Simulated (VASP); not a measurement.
An input for Quantum ESPRESSO's pw.x (written as the equivalent of a VASP run, and not itself run):

```
&CONTROL
  calculation = 'scf'
  pseudo_dir = './pseudo'
  outdir = './out'
  tprnfor = .true.
  tstress = .true.
/
&SYSTEM
  ibrav = 0
  nat = 6
  ntyp = 3
  ecutwfc = 84
  occupations = 'tetrahedra'
  input_dft = 'pbesol'
/
&ELECTRONS
  conv_thr = 7.3e-09
  electron_maxstep = 100
/
ATOMIC_SPECIES
  Mg 24.305 Mg.upf
  Zn 65.380 Zn.upf
  O 15.999 O.upf
CELL_PARAMETERS angstrom
     2.9965640    0.0000000    0.0000000
    -1.4982820    2.5951005    0.0000000
     0.0000000    0.0000000    7.3097359
ATOMIC_POSITIONS crystal
  Mg   0.3333330  0.6666670  0.6659933
  Mg   0.6666670  0.3333330  0.3340067
  Zn   1.0000000  0.0000000  1.0000000
  O    0.3333330  0.6666670  0.1720486
  O    0.6666670  0.3333330  0.8279514
  O    1.0000000  0.0000000  0.5000000
K_POINTS automatic
  10 10 4 0 0 0
```

Problem. Translate this input to VASP (INCAR, KPOINTS, POSCAR, choice of POTCAR).

Solution. One answer among several that fit: 
### INCAR
```
ALGO = Normal
EDIFF = 1E-7
ENCUT = 520
GGA = PS
ISIF = 2
ISMEAR = -5
LASPH = .TRUE.
LCHARG = .TRUE.
LMAXMIX = 4
LORBIT = 11
LREAL = .FALSE.
LWAVE = .FALSE.
NEDOS = 601
NELM = 100
PREC = Accurate
SYSTEM = Mg2ZnO3
```

POSCAR:
```
Mg2ZnO3
1.0
  2.9965640279   0.0000000000   0.0000000000
 -1.4982820140   2.5951005244   0.0000000000
  0.0000000000   0.0000000000   7.3097359198
Mg Zn O
2 1 3
Cart
 -0.0000014983   1.7300678813   4.8682351247
  1.4982835122   0.8650326431   2.4415007951
  2.9965640279   0.0000000000   7.3097359198
 -0.0000014983   1.7300678813   1.2576300901
  1.4982835122   0.8650326431   6.0521058297
  2.9965640279   0.0000000000   3.6548679599
```

File KPOINTS:
```
Automatic mesh
0
gamma
 10 10 4
```

POTCAR, in this order: Mg Zn O (PBE.64 set). Program: vasp_std.

The two are equivalent in intent, not identical: the potentials are each code's own (VASP's PAW set, PseudoDojo norm-conserving files in pw.x), so ENCUT and ecutwfc are chosen apart and not converted; conv_thr bounds pw.x's estimated SCF error, while EDIFF bounds the energy change between steps.

The structure comes from a computed database's Mg2ZnO3 entry (P-3m1); how it stands against other phases isn't given here. It was relaxed first.
